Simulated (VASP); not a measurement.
Data:

```xyz
3
Lattice="0.0000 3.6765 3.6765 3.6765 0.0000 3.6765 3.6765 3.6765 0.0000" Properties=species:S:1:pos:R:3 pbc="T T T"
K      5.5148     5.5148     5.5148
K      1.8383     1.8383     1.8383
S      0.0000     0.0000     0.0000
```

Method: PBE GGA, VASP's PBE PAW potentials (set 64) (plane waves; VASP 6.6.1). Settings: 300 eV cut-off, 4×4×4 Γ-centred mesh, Fermi-Dirac smearing of 0.010 eV, potentials K_sv S.

Q: Estimate the energy per atom (σ→0), band gap (on the k-mesh) with the smallest direct gap where there is one.

A: 
```yaml
band gap (on the k-mesh): 2.43 eV
smallest direct gap (on the k-mesh): 2.65 eV
energy per atom (σ→0): -3.135 eV/atom
```

Total energies compare only between runs with the same potentials, cut-off and functional.

The structure comes from a computed database's K2S entry; how it stands against other phases isn't given here. The cell was not relaxed at this level.
